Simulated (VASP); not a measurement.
A run of VASP 6.6.1 is set up as follows.

The input INCAR:

```
  ALGO = Fast
  EDIFF = 1E-6
  ENCUT = 520
  GGA = CA
  ISIF = 2
  ISMEAR = -1
  LASPH = True
  LCHARG = True
  LELF = True
  LREAL = False
  LVHAR = True
  LWAVE = False
  NBANDS = 33
  NELM = 100
  PREC = Accurate
  SIGMA = 0.05
```

KPOINTS

```
k-points
0
Gamma
  9 9 9
```

File POSCAR:

```
LaIn3
1.0
    4.7740503900      0.0000000000      0.0000000000
    0.0000000000      4.7740503900      0.0000000000
    0.0000000000      0.0000000000      4.7740503900
La In
1 3
Direct
    0.0000000000      0.0000000000      0.0000000000
    0.5000000000      0.0000000000      0.5000000000
    0.0000000000      0.5000000000      0.5000000000
    0.5000000000      0.5000000000      0.0000000000
```

Potentials or basis: VASP PAW LDA potentials, release 64 (La, In_d).

The run is started by

```console
$ cat potpaw_LDA.64/La/POTCAR potpaw_LDA.64/In_d/POTCAR > POTCAR
$ mpirun -np 1 vasp_std > vasp.out
```

Question: Predict the band gap on the k mesh.

Answer: None (metal or under the smearing width).

Question: Estimate the pressure.

Answer: -4.0 GPa.

The run has no spin-orbit coupling, so splittings on La are missing.
